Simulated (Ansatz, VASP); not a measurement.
**One calculation of BaSi3, two programs**

```
CELL_PARAMETERS angstrom
4.48798 0.00000 0.00000
0.00000 4.48798 0.00000
0.00000 0.00000 4.48798
ATOMIC_POSITIONS crystal
Ba 0.00000 0.00000 0.00000
Si 0.00000 0.50000 0.50000
Si 0.50000 0.50000 0.00000
Si 0.50000 0.00000 0.50000
```

Alike in both runs: task single point; functional PBE0; k mesh 4 × 4 × 4; occupations gaussian, width 0.05 eV; no spin polarisation.

|  | VASP | Ansatz |
| --- | --- | --- |
| version | VASP 6.6.1 | Ansatz 0.2.0 |
| potentials or method | VASP PAW PBE potentials, release 64 (Ba_sv, Si) | scalar-relativistic, plane waves, PAW |
| plane-wave cutoff (eV) | 520 | 420 |
| valence electrons in the cell | 22 | 22 |

|  | VASP | Ansatz | Ansatz less VASP |
| --- | --- | --- | --- |
| gap on the k mesh at the Fermi level (eV) | none | none | - |
| pressure (GPa) | -2.1 | -2.4 | -0.35 |

A gap of «none» marks a metal or a gap that the smearing closes. Ansatz warned: «filled_band_counts_differ_across_k_points».

Caveats: the PAW data sets were made with another functional, which shifts forces and pressure a little (VASP). Spin-orbit coupling is left out, which matters for the levels of Ba.
